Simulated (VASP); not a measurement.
CsEu in VASP: convergence with PREC

The system is CsEu.

```
CELL_PARAMETERS angstrom
4.46442 0.00000 0.00000
-2.23221 3.86630 0.00000
0.00000 0.00000 8.00863
ATOMIC_POSITIONS crystal
Eu 0.66484 0.33436 0.00035
Cs 0.99953 0.99760 0.49976
```

The cell comes from a database or a generator and needn't be the stable form of this composition.

The cell isn't the ideal one: atoms moved at random, drawn with an rms of 0.02 Å.

* Program: VASP 6.6.1
* Task: single point
* Functional: PBEsol
* Potentials or basis: VASP PAW PBE potentials, release 64 (Eu, Cs_sv)
* Cutoff: 520 eV
* k mesh: 5 × 5 × 3
* Occupations: methfessel-paxton, width 0.1 eV
* Spin: collinear spin, ferromagnetic start
* Starting moments: [7.0, 0.0] μB

These are the settings of the first run; the series varies PREC, with any setting tied to it.

Hardware: 1 thread of Intel(R) Xeon(R) 6975P-C (Granite Rapids) (shared host).

Q: The values tried are Low, Medium, Single, Normal, High, Accurate, loosest first. From which on does the pressure stay within 0.1 GPa of the tightest run that finished?

A: From Normal on.

```tsv
PREC	energy less the tightest run, at zero smearing (meV/atom)	pressure (GPa)	SCF cycles	CPU time (s)	peak memory (GiB)
Low	-0.62	-0.81	84	430	0.31
Medium	-0.17	-0.78	28	130	0.31
Single	0.04	-0.68	30	210	0.3
Normal	-0.01	-0.78	26	140	0.36
High	-0.02	-0.80	28	230	0.36
Accurate	0.00	-0.79	25	210	0.46
```

Against the tightest run, the energy stays within 1 meV/atom from Low on. The tightest run that finished is the yardstick and may itself not be fully converged.

Caveat, for the tightest run too: the PAW data sets were made with another functional, which shifts forces and pressure a little. The state reached can hang on the start; a lower one may exist.
